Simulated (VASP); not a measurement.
```
C63Si
1.0
    7.14656     0.00000     0.00000
    0.00000     7.14656     0.00000
    0.00000     0.00000     7.14656
C Si
63 1
Direct
  0.50000   0.00000   0.00000
  0.62500   0.12500   0.12500
  0.75000   0.25000   0.00000
  0.87500   0.37500   0.12500
  0.75000   0.00000   0.25000
  0.87500   0.12500   0.37500
  0.00000   0.00000   0.00000
  0.12500   0.12500   0.12500
  0.25000   0.25000   0.00000
  0.37883   0.37568   0.12021
  0.50000   0.50000   0.00000
  0.62804   0.61821   0.12518
  0.75000   0.75000   0.00000
  0.87500   0.87500   0.12500
  0.25000   0.00000   0.25000
  0.37977   0.12648   0.37437
  0.50284   0.25689   0.25192
  0.61825   0.36995   0.37704
  0.74306   0.49400   0.25096
  0.87737   0.62987   0.37156
  0.50000   0.00000   0.50000
  0.63193   0.11939   0.62916
  0.74404   0.24695   0.49419
  0.88074   0.37812   0.62899
  0.75000   0.00000   0.75000
  0.87500   0.12500   0.87500
  0.00000   0.50000   0.00000
  0.12500   0.62500   0.12500
  0.25000   0.75000   0.00000
  0.37500   0.87500   0.12500
  0.00000   0.25000   0.25000
  0.12594   0.37515   0.37509
  0.24943   0.50061   0.25107
  0.36849   0.62077   0.37168
  0.50209   0.75670   0.25303
  0.62767   0.87469   0.37694
  0.00000   0.00000   0.50000
  0.12500   0.12500   0.62500
  0.24331   0.24455   0.49643
  0.37997   0.36814   0.61974
  0.62900   0.62082   0.62419
  0.75455   0.74935   0.50148
  0.87500   0.87500   0.62500
  0.25000   0.00000   0.75000
  0.37500   0.12500   0.87500
  0.50564   0.25027   0.75613
  0.62480   0.37055   0.87043
  0.74728   0.49633   0.74862
  0.87500   0.62500   0.87500
  0.00000   0.75000   0.25000
  0.12500   0.87500   0.37500
  0.00000   0.50000   0.50000
  0.11823   0.63087   0.62143
  0.24605   0.74825   0.49908
  0.37062   0.87265   0.62868
  0.00000   0.25000   0.75000
  0.12500   0.37500   0.87500
  0.24367   0.49710   0.74365
  0.38080   0.62549   0.87530
  0.50527   0.75571   0.74933
  0.62500   0.87500   0.87500
  0.00000   0.75000   0.75000
  0.12500   0.87500   0.87500
  0.49707   0.50056   0.49459
```
Cell charge +1.

Method: PBE GGA, VASP's PBE PAW potentials (set 64) (plane waves; VASP). Numerical set-up: PREC = Normal, LREAL = Auto, ISYM = 0, NELECT = 255.0, EDIFF = 1E-5, 400 eV cut-off, 1×1×1 Γ-centred mesh, Gaussian smearing of 0.050 eV, potentials C Si. Starting moments (MAGMOM): 64*0.0156. The cell's moment is fixed (NUPDOWN = 1).

The cell is charged, with a uniform compensating background. The supercell is sampled at Γ alone, which is coarse: total energies, pressure and levels can be off, energies of defects by several tenths of an eV.

Question: The ions are relaxed. What does this cell relax into?

Answer: 
```
C63Si
1.0
    7.14656     0.00000     0.00000
    0.00000     7.14656     0.00000
    0.00000     0.00000     7.14656
C Si
63 1
Direct
  0.49935   0.00018   0.00029
  0.62577   0.12175   0.12186
  0.74992   0.24975   0.99966
  0.87794   0.37391   0.12182
  0.74986   0.99957   0.24992
  0.87791   0.12175   0.37406
  0.99963   0.00004   0.00015
  0.12574   0.12415   0.12426
  0.24928   0.24971   0.00067
  0.37541   0.37422   0.12346
  0.49954   0.50008   0.00020
  0.62546   0.62424   0.12346
  0.74997   0.75038   0.00067
  0.87551   0.87392   0.12426
  0.24925   0.00058   0.24982
  0.37544   0.12335   0.37430
  0.50096   0.24650   0.24656
  0.64072   0.35894   0.35900
  0.75320   0.49875   0.24655
  0.87631   0.62427   0.37433
  0.49956   0.00005   0.50020
  0.62545   0.12336   0.62437
  0.75315   0.24652   0.49884
  0.87629   0.37426   0.62437
  0.74998   0.00055   0.75049
  0.87555   0.12411   0.87402
  0.99949   0.50035   0.00024
  0.12313   0.62377   0.12168
  0.24921   0.75045   0.99953
  0.37590   0.87653   0.12169
  0.00010   0.24980   0.24989
  0.12474   0.37433   0.37439
  0.24512   0.50197   0.24585
  0.36084   0.63875   0.35878
  0.49771   0.75448   0.24589
  0.62533   0.87491   0.37441
  0.99949   0.00018   0.50048
  0.12317   0.12160   0.62381
  0.24518   0.24582   0.50201
  0.36094   0.35871   0.63888
  0.64091   0.63875   0.63888
  0.75387   0.75446   0.50207
  0.87809   0.87650   0.62385
  0.24928   0.99949   0.75051
  0.37596   0.12158   0.87665
  0.49775   0.24578   0.75465
  0.62540   0.37427   0.87503
  0.75386   0.50196   0.75460
  0.87809   0.62376   0.87659
  0.99909   0.75037   0.24982
  0.12343   0.87625   0.37423
  0.99959   0.50010   0.50022
  0.12489   0.62420   0.62427
  0.24566   0.75402   0.49882
  0.37549   0.87479   0.62427
  0.99911   0.24970   0.75045
  0.12346   0.37412   0.87632
  0.24569   0.49872   0.75411
  0.37552   0.62415   0.87491
  0.50094   0.75401   0.75412
  0.62555   0.87621   0.87634
  0.00024   0.75041   0.75052
  0.12575   0.87395   0.87400
  0.49964   0.50005   0.50011
```
Cell charge +1. The cell ends with 1.00 μB, on the first 30 sites 0.01 0.02 0.01 0.02 0.01 0.02 0.01 0.01 0.01 0.01 0.01 0.01 0.01 0.01 0.01 0.01 0.01 0.04 0.01 0.01 0.01 0.01 0.01 0.01 0.01 0.01 0.01 0.01 0.01 0.01 μB.

Question: How much energy does the relaxation gain?

Answer: The energy (σ→0) changes by -94.7 meV/atom, in 15 ionic steps.

The cell is a supercell with a defect, built from C (diamond): Si_C, charge +1.
